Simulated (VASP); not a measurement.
A convergence study with VASP on NaH (rock salt): one setting is varied, all else stays as given below, so the limit is that of these other settings.

```
CELL_PARAMETERS angstrom
      0.00000     2.44000     2.44000
      2.44000     0.00000     2.44000
      2.44000     2.44000     0.00000
ATOMIC_POSITIONS crystal
  Na 0.00000 0.00000 0.00000
  H  0.50000 0.50000 0.50000
```

These are PBE GGA, VASP's PBE PAW potentials (set 64) (plane waves; VASP) values and carry that method's errors. The tightest run used: 550 eV cut-off, 18×18×18 Γ-centred mesh, Gaussian smearing of 0.050 eV, potentials Na_pv H.

**Question.** The settings run are 1×1×1 mesh; 2×2×2 mesh; 3×3×3 mesh; 4×4×4 mesh; 6×6×6 mesh; 7×7×7 mesh; 8×8×8 mesh; 9×9×9 mesh; 11×11×11 mesh; 12×12×12 mesh; 13×13×13 mesh; 14×14×14 mesh; 15×15×15 mesh; 17×17×17 mesh; 18×18×18 mesh. From which on does the energy per atom stay within 0.002 eV/atom of the tightest run?

**Answer.** From 4×4×4 mesh on: it is off by 0.0000 there and by no more than 0.002 in any finer run, while 3×3×3 mesh is off by 0.0072.
| setting | E (eV/atom) | pressure (GPa) | irreducible k-points | difference judged (eV/atom) |
|---|---|---|---|---|
| 1×1×1 mesh | -4.7611 | -18.22 | 1 | 2.2180 |
| 2×2×2 mesh | -2.3774 | 0.97 | 3 | 0.1657 |
| 3×3×3 mesh | -2.5503 | -0.72 | 4 | 0.0072 |
| 4×4×4 mesh | -2.5431 | -0.66 | 8 | 0.0000 |
| 6×6×6 mesh | -2.5431 | -0.66 | 16 | 0.0000 |
| 7×7×7 mesh | -2.5431 | -0.66 | 20 | 0.0000 |
| 8×8×8 mesh | -2.5431 | -0.66 | 29 | 0.0000 |
| 9×9×9 mesh | -2.5431 | -0.66 | 35 | 0.0000 |
| 11×11×11 mesh | -2.5431 | -0.66 | 56 | 0.0000 |
| 12×12×12 mesh | -2.5431 | -0.66 | 72 | 0.0000 |
| 13×13×13 mesh | -2.5431 | -0.66 | 84 | 0.0000 |
| 14×14×14 mesh | -2.5431 | -0.66 | 104 | 0.0000 |
| 15×15×15 mesh | -2.5431 | -0.66 | 120 | 0.0000 |
| 17×17×17 mesh | -2.5431 | -0.66 | 165 | 0.0000 |
| 18×18×18 mesh | -2.5431 | -0.66 | 195 | 0.0000 |

Left out are rungs that failed or repeat a setting and relaxations that didn't move; long series are thinned to 24 rows.

The compound is NaH in the rock salt structure. The cell was not relaxed at this level.
